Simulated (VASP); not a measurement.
A convergence study with VASP on V (bcc): one setting is varied, all else stays as given below, so the limit is that of these other settings.

```xyz
1
Lattice="-1.5150 1.5150 1.5150 1.5150 -1.5150 1.5150 1.5150 1.5150 -1.5150" Properties=species:S:1:pos:R:3 pbc="T T T"
V      0.0000     0.0000     0.0000
```

The numbers are results of PBE GGA, VASP's PBE PAW potentials (set 64) (plane waves; VASP), not measurements. The tightest run used: 550 eV cut-off, 23×23×23 Monkhorst-Pack mesh, first-order Methfessel-Paxton smearing of 0.10 eV, potentials V_sv.

Q: The settings run are 1×1×1 mesh; 2×2×2 mesh; 3×3×3 mesh; 4×4×4 mesh; 5×5×5 mesh; 6×6×6 mesh; 7×7×7 mesh; 8×8×8 mesh; 9×9×9 mesh; 10×10×10 mesh; 11×11×11 mesh; 12×12×12 mesh; 13×13×13 mesh; 14×14×14 mesh; 15×15×15 mesh; 16×16×16 mesh; 17×17×17 mesh; 18×18×18 mesh; 19×19×19 mesh; 20×20×20 mesh; 21×21×21 mesh; 22×22×22 mesh; 23×23×23 mesh. From which on does the stress (every component) stay within 0.5 GPa of the tightest run?

A: From 11×11×11 mesh on: it is off by 0.10 there and by no more than 0.5 in any finer run, while 10×10×10 mesh is off by 0.72.
```json
[
 {"setting": "1×1×1 mesh", "E (eV/atom)": "-11.2229", "pressure (GPa)": "90.80", "irreducible k-points": "1", "difference judged (GPa)": "96.24"},
 {"setting": "2×2×2 mesh", "E (eV/atom)": "-7.4798", "pressure (GPa)": "22.08", "irreducible k-points": "2", "difference judged (GPa)": "27.52"},
 {"setting": "3×3×3 mesh", "E (eV/atom)": "-9.0775", "pressure (GPa)": "-5.89", "irreducible k-points": "4", "difference judged (GPa)": "0.45"},
 {"setting": "4×4×4 mesh", "E (eV/atom)": "-8.9814", "pressure (GPa)": "-8.43", "irreducible k-points": "6", "difference judged (GPa)": "2.99"},
 {"setting": "5×5×5 mesh", "E (eV/atom)": "-8.9431", "pressure (GPa)": "-3.54", "irreducible k-points": "10", "difference judged (GPa)": "1.89"},
 {"setting": "6×6×6 mesh", "E (eV/atom)": "-9.0135", "pressure (GPa)": "-6.97", "irreducible k-points": "14", "difference judged (GPa)": "1.53"},
 {"setting": "7×7×7 mesh", "E (eV/atom)": "-8.9933", "pressure (GPa)": "-5.09", "irreducible k-points": "20", "difference judged (GPa)": "0.35"},
 {"setting": "8×8×8 mesh", "E (eV/atom)": "-8.9677", "pressure (GPa)": "-4.45", "irreducible k-points": "26", "difference judged (GPa)": "0.99"},
 {"setting": "9×9×9 mesh", "E (eV/atom)": "-8.9736", "pressure (GPa)": "-5.74", "irreducible k-points": "35", "difference judged (GPa)": "0.30"},
 {"setting": "10×10×10 mesh", "E (eV/atom)": "-8.9799", "pressure (GPa)": "-6.16", "irreducible k-points": "44", "difference judged (GPa)": "0.72"},
 {"setting": "11×11×11 mesh", "E (eV/atom)": "-8.9828", "pressure (GPa)": "-5.34", "irreducible k-points": "56", "difference judged (GPa)": "0.10"},
 {"setting": "12×12×12 mesh", "E (eV/atom)": "-8.9924", "pressure (GPa)": "-5.40", "irreducible k-points": "68", "difference judged (GPa)": "0.04"},
 {"setting": "13×13×13 mesh", "E (eV/atom)": "-8.9831", "pressure (GPa)": "-5.34", "irreducible k-points": "84", "difference judged (GPa)": "0.10"},
 {"setting": "14×14×14 mesh", "E (eV/atom)": "-8.9773", "pressure (GPa)": "-5.43", "irreducible k-points": "100", "difference judged (GPa)": "0.01"},
 {"setting": "15×15×15 mesh", "E (eV/atom)": "-8.9866", "pressure (GPa)": "-5.77", "irreducible k-points": "120", "difference judged (GPa)": "0.33"},
 {"setting": "16×16×16 mesh", "E (eV/atom)": "-8.9856", "pressure (GPa)": "-5.61", "irreducible k-points": "140", "difference judged (GPa)": "0.17"},
 {"setting": "17×17×17 mesh", "E (eV/atom)": "-8.9823", "pressure (GPa)": "-5.26", "irreducible k-points": "165", "difference judged (GPa)": "0.18"},
 {"setting": "18×18×18 mesh", "E (eV/atom)": "-8.9847", "pressure (GPa)": "-5.34", "irreducible k-points": "190", "difference judged (GPa)": "0.10"},
 {"setting": "19×19×19 mesh", "E (eV/atom)": "-8.9844", "pressure (GPa)": "-5.57", "irreducible k-points": "220", "difference judged (GPa)": "0.13"},
 {"setting": "20×20×20 mesh", "E (eV/atom)": "-8.9832", "pressure (GPa)": "-5.52", "irreducible k-points": "250", "difference judged (GPa)": "0.08"},
 {"setting": "21×21×21 mesh", "E (eV/atom)": "-8.9840", "pressure (GPa)": "-5.45", "irreducible k-points": "286", "difference judged (GPa)": "0.01"},
 {"setting": "22×22×22 mesh", "E (eV/atom)": "-8.9847", "pressure (GPa)": "-5.52", "irreducible k-points": "322", "difference judged (GPa)": "0.08"},
 {"setting": "23×23×23 mesh", "E (eV/atom)": "-8.9836", "pressure (GPa)": "-5.44", "irreducible k-points": "364", "difference judged (GPa)": "0.00"}
]
```

Left out are rungs that failed or repeat a setting and relaxations that didn't move; long series are thinned to 24 rows.

The compound is V in the bcc structure. The cell was not relaxed at this level. The run is not spin-polarised, so no magnetic state was tried.
